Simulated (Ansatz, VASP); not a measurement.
# KTaO3: VASP beside Ansatz, part 2 of 2

Aim: how closely do two programs agree when they are given the same cell, functional and k mesh? The cell is taken from a series of VASP runs on this material, whose earlier steps may have relaxed, scaled or displaced it; both programs get it as it stands. Other levels of theory on this material are compared in a session of their own.

VASP 6.6.1 and Ansatz 0.2.0.

So far. Step 2 (VASP: band structure, r2SCAN): The run ends at a pressure of 0.59 GPa.

### 5. Ansatz: band structure, LDA

Level of this step: Ansatz beside VASP: Kohn-Sham DFT, plane waves, LDA (Ansatz).

The same path points are solved in both programs, so levels can be compared one by one. The cell compared in this pair holds 62.11 Å³, against 63.44 Å³ for the pair before.

The cell is taken from a series of VASP runs on this material, whose earlier steps may have relaxed, scaled or displaced it; both programs get it as it stands.

input.yaml

```yaml
crystal:
  lattice:
    - [3.960225136, 0.0, 0.0]
    - [0.0, 3.960225136, 0.0]
    - [0.0, 0.0, 3.960225136]
  atoms:
    - { symbol: Ta, position: [0.0, 0.0, 0.0] }
    - { symbol: K, position: [0.5, 0.5, 0.5] }
    - { symbol: O, position: [0.0, 0.0, 0.5] }
    - { symbol: O, position: [0.0, 0.5, 0.0] }
    - { symbol: O, position: [0.5, 0.0, 0.0] }
hamiltonian:
  xc: lda
  pseudopotentials: { kind: paw }
kpoints:
  mp_grid: { grid: [6, 6, 6] }
  band_path:
    path:
      - [0.0, 0.0, 0.0]
      - [0.0, 0.07143, 0.0]
      - [0.0, 0.21429, 0.0]
      - [0.0, 0.28571, 0.0]
      - [0.0, 0.42857, 0.0]
      - [0.0, 0.5, 0.0]
      - [0.07143, 0.5, 0.0]
      - [0.21429, 0.5, 0.0]
      - [0.28571, 0.5, 0.0]
      - [0.42857, 0.5, 0.0]
      - [0.5, 0.5, 0.0]
      - [0.42857, 0.42857, 0.0]
      - [0.28571, 0.28571, 0.0]
      - [0.14286, 0.14286, 0.0]
      - [0.07143, 0.07143, 0.0]
      - [0.0, 0.0, 0.0]
      - [0.07143, 0.07143, 0.07143]
      - [0.21429, 0.21429, 0.21429]
      - [0.35714, 0.35714, 0.35714]
      - [0.42857, 0.42857, 0.42857]
      - [0.5, 0.5, 0.5]
      - [0.35714, 0.5, 0.35714]
      - [0.28571, 0.5, 0.28571]
      - [0.14286, 0.5, 0.14286]
      - [0.07143, 0.5, 0.07143]
      - [0.5, 0.5, 0.0]
      - [0.5, 0.5, 0.14286]
      - [0.5, 0.5, 0.21429]
      - [0.5, 0.5, 0.35714]
      - [0.5, 0.5, 0.5]
    npoints: 1
scf:
  occupations: { method: gaussian, width: 0.03 }
  n_extra_bands: 8
output:
  forces: true
  stress: true
  eigenvalues: true
```

Launch:

```console
$ ansatz run input.yaml --threads 2 --pin off --max-ram 4608MiB --backend cpu --events-out ev --progress --plain --runs-dir out
```

Numbers of over 12 decimals in the logs are rounded to 6 here.

What it wrote:

```text
[...]
Crystal: 5 atoms, lattice volume = 62.110 Å³
Basis set: ecut = 420 eV, 1213 PW (Γ)
Bands: 28, of which v1, the nominal top of the filled ones, is band 20 counted from 1 (19 counted from 0)
Symmetry: 48 space group operations
[...]
k-points: 20 of 216
[...]
k-point 0: bands = [... 16 lower, 7.5906, 8.0886, 8.0886, 8.0886, 10.8071, 10.8071, 10.8071, 15.2372, ... 4 higher]
  k-point 1: bands = [... 16 lower, 7.3779, 7.4548, 7.9695, 7.9695, 10.8491, 11.6452, 11.6452, 15.7075, ... 4 higher]
  k-point 2: bands = [... 16 lower, 6.6979, 7.2037, 7.8822, 7.8822, 10.9363, 13.0813, 13.0813, 15.7886, ... 4 higher]
  k-point 19: bands = [... 16 lower, 4.6947, 8.6916, 8.6916, 8.6916, 15.3134, 15.3134, 15.3134, 17.4876, ... 4 higher]
[key lines of the parts left out:]
SCF converged after 6 iterations
Free energy (F): -12851.021871 eV
Fermi energy:    9.749321 eV
P = ⅓ Tr σ = -1.3466 GPa (-13.466 kbar)
```

Elapsed: 1.3 s, on 2 threads of Intel Xeon 6975P-C (Granite Rapids), shared host; peak memory 0.39 GiB.

### 6. VASP: band structure, LDA

The same cell, functional (in two slightly different forms), mesh and smearing now go to VASP, with its own data sets and cutoff.

INCAR

```
SYSTEM = KTaO3
PREC = Accurate
ENCUT = 460
EDIFF = 1E-06
NELM = 100
ISMEAR = 0
SIGMA = 0.03
LREAL = .FALSE.
ALGO = Normal
GGA = CA
NBANDS = 34
LORBIT = 11
LWAVE = .FALSE.
LCHARG = .FALSE.
KPAR = 4
```

POSCAR

```
KTaO3
1.0
    3.9602251360      0.0000000000      0.0000000000
    0.0000000000      3.9602251360      0.0000000000
    0.0000000000      0.0000000000      3.9602251360
Ta K O
1 1 3
Direct
    0.0000000000      0.0000000000      0.0000000000
    0.5000000000      0.5000000000      0.5000000000
    0.0000000000      0.0000000000      0.5000000000
    0.0000000000      0.5000000000      0.0000000000
    0.5000000000      0.0000000000      0.0000000000
```

KPOINTS

```
Automatic mesh
0
Gamma
6 6 6
0 0 0
```

KPOINTS_OPT

```
Line mode
8
Line-mode
Reciprocal
  0.00000000   0.00000000   0.00000000 GAMMA
  0.00000000   0.50000000   0.00000000 X

  0.00000000   0.50000000   0.00000000 X
  0.50000000   0.50000000   0.00000000 M

  0.50000000   0.50000000   0.00000000 M
  0.00000000   0.00000000   0.00000000 GAMMA

  0.00000000   0.00000000   0.00000000 GAMMA
  0.50000000   0.50000000   0.50000000 R

  0.50000000   0.50000000   0.50000000 R
  0.00000000   0.50000000   0.00000000 X

  0.50000000   0.50000000   0.00000000 M
  0.50000000   0.50000000   0.50000000 R
```

PAW data sets: Ta_pv, K_sv and O (LDA family, release 64).

Launch:

```console
$ mpirun -np 4 vasp_std
```

What it wrote:

```text
[banner, memory and clock lines left out]
running    4 mpi-ranks, on    1 nodes
[...]
LDA part: xc-table for (Slater(with rela. corr.)+CA(PZ))
 , standard interpolation
 POSCAR, INCAR and KPOINTS ok, starting setup
[...]
entering main loop
       N       E                     dE             d eps       ncg     rms          rms(c)
DAV:   1     0.293248551743E+03    0.29325E+03   -0.18574E+04  1360   0.103E+03
DAV:   2    -0.354788144545E+02   -0.32873E+03   -0.31287E+03  1554   0.332E+02
DAV:   3    -0.527095248689E+02   -0.17231E+02   -0.17079E+02  1908   0.727E+01
DAV:   4    -0.532986815943E+02   -0.58916E+00   -0.58745E+00  1962   0.878E+00
[...]
DAV:  11    -0.450688757469E+02    0.11220E-03   -0.46004E-04  1700   0.141E-01    0.226E-02
DAV:  12    -0.450688779746E+02   -0.22277E-05   -0.46213E-05  1594   0.466E-02    0.154E-02
DAV:  13    -0.450688775769E+02    0.39767E-06   -0.28083E-06  1610   0.121E-02
   1 F= -.45068878E+02 E0= -.45068878E+02  d E =-.728483E-20
 Start KPOINTS_OPT (optional k-point list driver)
k-point batch [1-20\48]
       N       E                     dE             ncg
DAV:   1    -0.114285461445E+04   -0.17110E+05     1360
DAV:   2    -0.758500593455E+04   -0.64422E+04     1580
DAV:   3    -0.794937090915E+04   -0.36436E+03     1900
DAV:   4    -0.796141644724E+04   -0.12046E+02     1850
DAV:   5    -0.796156512879E+04   -0.14868E+00     1804
DAV:   6    -0.796156726379E+04   -0.21350E-02     1796
DAV:   7    -0.796156728160E+04   -0.17815E-04     1736
DAV:   8    -0.796156728186E+04   -0.25313E-06     1254
[...]
k-point batch [41-48\48]
       N       E                     dE             ncg
DAV:   1     0.134951321491E+05   -0.11116E+05      544
DAV:   2     0.109294268594E+05   -0.25657E+04      622
DAV:   3     0.107837021611E+05   -0.14572E+03      818
DAV:   4     0.107802145641E+05   -0.34876E+01      718
DAV:   5     0.107801765475E+05   -0.38017E-01      716
DAV:   6     0.107801760021E+05   -0.54535E-03      714
DAV:   7     0.107801759908E+05   -0.11350E-04      716
DAV:   8     0.107801759907E+05   -0.11655E-06      498
```

Parts of OUTCAR (step 6):

```text
  Total       -0.2717338     -0.2717338     -0.2717338     -0.0000000      0.0000000     -0.0000000
  in kB       -7.0096232     -7.0096232     -7.0096232     -0.0000000      0.0000000     -0.0000000
  external PRESSURE =      -7.0096232 kB  Pullay stress =       0.0000000 kB

 POSITION                                       TOTAL-FORCE (eV/Angst)
 -----------------------------------------------------------------------------------
      0.00000      0.00000      0.00000         0.000000      0.000000      0.000000
      1.98011      1.98011      1.98011         0.000000      0.000000      0.000000
      0.00000      0.00000      1.98011         0.000000      0.000000      0.000000
      0.00000      1.98011      0.00000         0.000000      0.000000      0.000000
      1.98011      0.00000      0.00000         0.000000      0.000000      0.000000
 -----------------------------------------------------------------------------------
    total drift:                                0.000000      0.000000     -0.000000

  FREE ENERGIE OF THE ION-ELECTRON SYSTEM (eV)
  ---------------------------------------------------
  free  energy   TOTEN  =       -45.0688775769 eV

  energy  without entropy=      -45.0688775769  energy(sigma->0) =      -45.06887758

[... 1 part as in an earlier step ...]

[... 2 further parts left out ...]
[key lines of the parts left out:]
E-fermi :   1.8571
```

The run ends at a pressure of -0.70 GPa.

### 7. Differences

What differs besides the data sets and the points named for the pairs above, as far as they apply: the two LDA forms differ slightly; the cutoff is 420 eV in Ansatz and 460 eV in VASP; VASP's log shows a relativistic correction to its local exchange, Ansatz's none. Total energies have different zeros and are not compared.

The two programs side by side:

```tsv
quantity	Ansatz	VASP	difference
pressure (GPa)	-1.35	-0.70	-0.65
pressure without Ansatz's Pulay correction (GPa)	-2.11	-0.70	-1.41
gap over the path points (eV)	2.115	2.063	+0.053
```

Levels at points of the path, from each program's valence-band top (eV; 4 filled, then empty):

```tsv
k (reciprocal lattice)	Ansatz	VASP
0.000 0.000 0.000	-1.10 -0.60 -0.60 -0.60 2.12 2.12 2.12	-1.11 -0.61 -0.61 -0.61 2.06 2.06 2.06
0.000 0.071 0.000	-1.13 -0.78 -0.64 -0.64 2.12 2.30 2.30	-1.14 -0.80 -0.65 -0.65 2.07 2.25 2.25
0.000 0.214 0.000	-1.56 -1.31 -0.75 -0.75 2.18 3.37 3.37	-1.58 -1.32 -0.77 -0.77 2.13 3.33 3.33
0.000 0.286 0.000	-1.85 -1.42 -0.79 -0.79 2.22 4.00 4.00	-1.87 -1.44 -0.80 -0.80 2.17 3.96 3.96
0.000 0.429 0.000	-2.18 -1.58 -0.83 -0.83 2.28 4.96 4.96	-2.19 -1.60 -0.85 -0.85 2.23 4.93 4.93
0.000 0.500 0.000	-2.22 -1.61 -0.84 -0.84 2.29 5.11 5.11	-2.23 -1.62 -0.85 -0.85 2.24 5.08 5.08
0.071 0.500 0.000	-2.01 -1.47 -0.98 -0.93 2.46 5.11 5.14	-2.02 -1.48 -0.99 -0.94 2.41 5.08 5.11
0.214 0.500 0.000	-1.73 -1.40 -1.31 -0.73 3.48 5.12 5.48	-1.74 -1.41 -1.33 -0.73 3.44 5.09 5.44
0.286 0.500 0.000	-1.63 -1.46 -1.45 -0.42 4.10 5.13 5.77	-1.64 -1.47 -1.47 -0.42 4.06 5.10 5.74
0.429 0.500 0.000	-1.58 -1.48 -1.46 -0.08 5.01 5.15 6.36	-1.59 -1.50 -1.48 -0.08 4.98 5.12 6.33
```

Among the levels compared at these points, filled levels agree within 21 meV and empty ones within 53 meV. Ansatz's pressure holds a Pulay correction of 0.77 GPa; VASP's holds none.

### 8. Ansatz: band structure, LDA, spin-orbit coupling

The same path points are solved in both programs, so levels can be compared one by one. The cell compared in this pair holds 63.44 Å³, against 62.11 Å³ for the pair before.

The cell is taken from a series of VASP runs on this material, whose earlier steps may have relaxed, scaled or displaced it; both programs get it as it stands.

Edit input.yaml of step 5 so:

```diff
@@ -2,5 +2,5 @@
   lattice:
-    - [3.960225136, 0.0, 0.0]
-    - [0.0, 3.960225136, 0.0]
-    - [0.0, 0.0, 3.960225136]
+    - [3.9883, 0.0, 0.0]
+    - [0.0, 3.9883, 0.0]
+    - [0.0, 0.0, 3.9883]
   atoms:
@@ -13,5 +13,8 @@
   xc: lda
-  pseudopotentials: { kind: paw }
+  pseudopotentials: { kind: paw_fr }
+magnetization:
+  noncollinear: true
+  spin_orbit: true
 kpoints:
-  mp_grid: { grid: [6, 6, 6] }
+  mp_grid: { grid: [4, 4, 4] }
   band_path:
@@ -51,3 +54,3 @@
   occupations: { method: gaussian, width: 0.03 }
-  n_extra_bands: 8
+  n_extra_bands: 16
 output:
@@ -56 +59,5 @@
   eigenvalues: true
+  write_density: true
+  write_potential: true
+  elf: true
+  volumetric_format: npy
```

Launch:

```console
$ ansatz run input.yaml --threads 2 --pin off --max-ram 4608MiB --backend cpu --events-out ev --progress --plain --runs-dir out
```

What it wrote:

```text
[...]
non-collinear run that drives no moment, with spin-orbit: no starting moment large enough to seed its density (crystal.atoms[].spin), no starting occupations that ask for one, no magnetisation constraint and no magnetic field, so the semilocal B_xc is pinned to zero
Crystal: 5 atoms, lattice volume = 63.440 Å³
Basis set: ecut = 420 eV, 1237 PW (Γ)
[...]
k-point 1: bands = [... 36 lower, 7.5541, 7.5541, 7.6994, 7.6994, 10.5170, 10.5170, 11.8609, 11.8609, ... 12 higher]
  k-point 2: bands = [... 36 lower, 7.4779, 7.4779, 7.6426, 7.6426, 10.6094, 10.6094, 13.2229, 13.2229, ... 12 higher]
  k-point 9: bands = [... 36 lower, 8.4067, 8.4067, 8.4067, 8.4067, 14.6682, 14.6682, 14.6682, 14.6682, ... 12 higher]
[key lines of the parts left out:]
SCF converged after 8 iterations
Magnetization: |M| = 0.0000 μB,  M = (+0.0000, +0.0000, +0.0000) μB
Free energy (F): -12872.639066 eV
Fermi energy:    9.364262 eV
P = ⅓ Tr σ = -5.7789 GPa (-57.789 kbar)
```

The job ended after 7.1 s (2 threads; peak memory 0.55 GiB).

### 9. VASP: band structure, LDA, spin-orbit coupling

The same cell, functional (in two slightly different forms), mesh and smearing now go to VASP, with its own data sets and cutoff.

Edit INCAR of step 6 so:

```diff
@@ -10,3 +10,9 @@
 GGA = CA
-NBANDS = 34
+LNONCOLLINEAR = .TRUE.
+MAGMOM = 0 0 0 0 0 0 0 0 0 0 0 0 0 0 0
+NBANDS = 50
+GGA_COMPAT = .FALSE.
+LASPH = .TRUE.
+LSORBIT = .TRUE.
+LMAXMIX = 4
 LORBIT = 11
```

Edit POSCAR of step 6 so:

```diff
@@ -2,5 +2,5 @@
 1.0
-    3.9602251360      0.0000000000      0.0000000000
-    0.0000000000      3.9602251360      0.0000000000
-    0.0000000000      0.0000000000      3.9602251360
+    3.9883000000      0.0000000000      0.0000000000
+    0.0000000000      3.9883000000      0.0000000000
+    0.0000000000      0.0000000000      3.9883000000
 Ta K O
```

KPOINTS

```
Automatic mesh
0
Gamma
4 4 4
0 0 0
```

KPOINTS_OPT is that of step 6.

Launch:

```console
$ mpirun -np 4 vasp_ncl
```

What it wrote:

```text
[... set-up lines as in an earlier step ...]
 entering main loop
       N       E                     dE             d eps       ncg     rms          rms(c)
DAV:   1     0.331105314570E+03    0.33111E+03   -0.19295E+04  1000   0.140E+03
DAV:   2    -0.260708342965E+02   -0.35718E+03   -0.34193E+03  1164   0.437E+02
DAV:   3    -0.532808144810E+02   -0.27210E+02   -0.26997E+02  1368   0.116E+02
DAV:   4    -0.539848659676E+02   -0.70405E+00   -0.70248E+00  1526   0.180E+01
[...]
DAV:  12    -0.456451657181E+02    0.15507E-04   -0.21296E-04  1286   0.104E-01    0.185E-02
DAV:  13    -0.456451674320E+02   -0.17139E-05   -0.14038E-05  1490   0.250E-02    0.622E-03
DAV:  14    -0.456451671643E+02    0.26770E-06   -0.11448E-06   934   0.703E-03
   1 F= -.45645167E+02 E0= -.45645167E+02  d E =-.135947E-27  mag=     0.0000    -0.0000     0.0000
 Start KPOINTS_OPT (optional k-point list driver)
k-point batch [1-10\48]
       N       E                     dE             ncg
DAV:   1    -0.400359877278E+03   -0.43896E+04     1000
DAV:   2    -0.372045122791E+04   -0.33201E+04     1174
DAV:   3    -0.397695373034E+04   -0.25650E+03     1352
DAV:   4    -0.398695598939E+04   -0.10002E+02     1558
DAV:   5    -0.398723390341E+04   -0.27791E+00     1462
DAV:   6    -0.398724143683E+04   -0.75334E-02     1424
DAV:   7    -0.398724169917E+04   -0.26234E-03     1504
DAV:   8    -0.398724170646E+04   -0.72857E-05     1288
DAV:   9    -0.398724170668E+04   -0.22275E-06      856
[...]
k-point batch [41-48\48]
       N       E                     dE             ncg
DAV:   1     0.125138318146E+04   -0.10486E+05      800
DAV:   2    -0.150719683033E+04   -0.27586E+04      908
DAV:   3    -0.171788723164E+04   -0.21069E+03     1128
DAV:   4    -0.172315108986E+04   -0.52639E+01     1096
DAV:   5    -0.172334737407E+04   -0.19628E+00     1396
DAV:   6    -0.172334947514E+04   -0.21011E-02     1080
DAV:   7    -0.172334960805E+04   -0.13291E-03     1254
DAV:   8    -0.172334961425E+04   -0.61957E-05      896
DAV:   9    -0.172334961482E+04   -0.56860E-06      756
```

From OUTCAR (step 9):

```text
  Total       -1.9044141     -1.9044141     -1.9044141     -0.0000000      0.0000000     -0.0000000
  in kB      -48.0959518    -48.0959518    -48.0959518     -0.0000000      0.0000000     -0.0000000
  external PRESSURE =     -48.0959518 kB  Pullay stress =       0.0000000 kB

 POSITION                                       TOTAL-FORCE (eV/Angst)
 -----------------------------------------------------------------------------------
      0.00000      0.00000      0.00000         0.000000      0.000000      0.000000
      1.99415      1.99415      1.99415         0.000000      0.000000      0.000000
      0.00000      0.00000      1.99415         0.000000      0.000000      0.000000
      0.00000      1.99415      0.00000         0.000000      0.000000      0.000000
      1.99415      0.00000      0.00000         0.000000      0.000000      0.000000
 -----------------------------------------------------------------------------------
    total drift:                                0.000000     -0.000000     -0.000000

  FREE ENERGIE OF THE ION-ELECTRON SYSTEM (eV)
  ---------------------------------------------------
  free  energy   TOTEN  =       -45.6451671643 eV

  energy  without entropy=      -45.6451671643  energy(sigma->0) =      -45.64516716

 magnetization (x)
# of ion       s       p       d       tot
------------------------------------------
    1        0.000   0.000   0.000   0.000
    2        0.000   0.000   0.000   0.000
    3        0.000   0.000   0.000   0.000
    4        0.000   0.000   0.000   0.000
    5       -0.000   0.000   0.000   0.000
--------------------------------------------------
tot          0.000   0.000   0.000   0.000

 magnetization (y)
# of ion       s       p       d       tot
------------------------------------------
    1        0.000  -0.000   0.000   0.000
    2       -0.000   0.000   0.000   0.000
    3       -0.000  -0.000   0.000  -0.000
    4        0.000  -0.000   0.000  -0.000
    5       -0.000   0.000   0.000   0.000
--------------------------------------------------
tot         -0.000  -0.000   0.000  -0.000

 magnetization (z)
# of ion       s       p       d       tot
------------------------------------------
    1        0.000   0.000   0.000   0.000
    2        0.000   0.000   0.000   0.000
    3       -0.000   0.000   0.000   0.000
    4       -0.000  -0.000   0.000  -0.000
    5        0.000   0.000   0.000   0.000
--------------------------------------------------
tot          0.000   0.000   0.000   0.000

[... 1 part as in an earlier step ...]

[... 2 further parts left out ...]
[key lines of the parts left out:]
E-fermi :   1.7584
```

The run ends at a pressure of -4.81 GPa.

### 10. Side by side

What differs besides the data sets and the points named for the pairs above, as far as they apply: spin-orbit coupling enters by fully relativistic files in Ansatz and inside the spheres in VASP; the data sets hold 40 valence electrons in Ansatz (fully relativistic PAW (standard-fr) files) and 38 in VASP. Total energies have different zeros and are not compared.

The two programs side by side:

```tsv
quantity	Ansatz	VASP	difference
pressure (GPa)	-5.78	-4.81	-0.97
pressure without Ansatz's Pulay correction (GPa)	-6.53	-4.81	-1.72
gap over the path points (eV)	1.915	1.836	+0.079
```

Levels at points of the path, from each program's valence-band top (eV; 8 filled, then empty):

```tsv
k (reciprocal lattice)	Ansatz	VASP
0.000 0.000 0.000	-1.06 -1.06 -0.73 -0.73 -0.56 -0.56 -0.56 -0.56 1.92 1.92 1.92 1.92 2.32 2.32	-1.07 -1.07 -0.73 -0.73 -0.56 -0.56 -0.56 -0.56 1.84 1.84 1.84 1.84 2.24 2.24
0.000 0.071 0.000	-1.10 -1.10 -0.83 -0.83 -0.68 -0.68 -0.59 -0.59 1.97 1.97 2.10 2.10 2.45 2.45	-1.11 -1.11 -0.83 -0.83 -0.68 -0.68 -0.59 -0.59 1.89 1.89 2.02 2.02 2.37 2.37
0.000 0.214 0.000	-1.54 -1.54 -1.27 -1.27 -0.83 -0.83 -0.69 -0.69 2.09 2.09 3.15 3.15 3.42 3.42	-1.56 -1.56 -1.29 -1.29 -0.83 -0.83 -0.69 -0.69 2.01 2.01 3.08 3.08 3.35 3.35
0.000 0.286 0.000	-1.81 -1.81 -1.38 -1.38 -0.87 -0.87 -0.72 -0.72 2.13 2.13 3.76 3.76 4.03 4.03	-1.82 -1.82 -1.39 -1.39 -0.87 -0.87 -0.72 -0.72 2.05 2.05 3.70 3.70 3.96 3.96
0.000 0.429 0.000	-2.11 -2.11 -1.54 -1.54 -0.92 -0.92 -0.76 -0.76 2.19 2.19 4.68 4.68 4.95 4.95	-2.11 -2.11 -1.55 -1.55 -0.92 -0.92 -0.76 -0.76 2.11 2.11 4.62 4.62 4.88 4.88
0.000 0.500 0.000	-2.14 -2.14 -1.56 -1.56 -0.93 -0.93 -0.76 -0.76 2.20 2.20 4.82 4.82 5.09 5.09	-2.13 -2.13 -1.57 -1.57 -0.93 -0.93 -0.76 -0.76 2.12 2.12 4.76 4.76 5.02 5.02
0.071 0.500 0.000	-1.96 -1.96 -1.43 -1.43 -1.03 -1.03 -0.89 -0.89 2.37 2.37 4.83 4.83 5.11 5.11	-1.97 -1.97 -1.44 -1.44 -1.03 -1.03 -0.89 -0.89 2.29 2.29 4.78 4.78 5.04 5.04
0.214 0.500 0.000	-1.71 -1.71 -1.38 -1.38 -1.34 -1.34 -0.71 -0.71 3.36 3.36 4.92 4.92 5.38 5.38	-1.72 -1.72 -1.39 -1.39 -1.33 -1.33 -0.72 -0.72 3.29 3.29 4.86 4.86 5.31 5.31
0.286 0.500 0.000	-1.63 -1.63 -1.49 -1.49 -1.42 -1.42 -0.41 -0.41 3.94 3.94 4.95 4.95 5.65 5.65	-1.64 -1.64 -1.48 -1.48 -1.42 -1.42 -0.41 -0.41 3.88 3.88 4.89 4.89 5.58 5.58
0.429 0.500 0.000	-1.69 -1.69 -1.45 -1.45 -1.43 -1.43 -0.09 -0.09 4.76 4.76 5.04 5.04 6.21 6.21	-1.66 -1.66 -1.46 -1.46 -1.44 -1.44 -0.09 -0.09 4.70 4.70 4.98 4.98 6.14 6.14
```

Among the levels compared at these points, filled levels agree within 38 meV and empty ones within 86 meV. Ansatz's pressure holds a Pulay correction of 0.75 GPa; VASP's holds none.

### 11. What came out

```yaml
difference_in_gap_over_the_path_points_band_structure_r2scan: 0.031 eV
difference_in_gap_over_the_path_points_band_structure_lda: 0.053 eV
difference_in_pressure_band_structure_lda: -0.65 GPa
difference_in_gap_over_the_path_points_band_structure_lda_spin_orbit_coupling: 0.079 eV
difference_in_pressure_band_structure_lda_spin_orbit_coupling: -0.97 GPa
```

**Reading.** The difference in gap over the path points is 0.079 eV (band structure, LDA, spin-orbit coupling), at about the 0.08 eV picked in this series as the mark of a large difference. 3 further runs of this series are not shown here. Such differences can come from data sets, numerical settings and the points named under the comparisons, not from the functional's error against experiment.

[Lines on the potential files, build, host, timing and source positions are cut from VASP's logs without a mark.]

[Logs are printed without paths, hosts, clocks, repeated set-up lines and the standing remarks that a program may print on its own settings, such as how far it seeks lower states.]

[Hosts, paths, dates, database ids (printed as entryN), source tags and the programs' standing remarks are cut or masked in the printed files.]
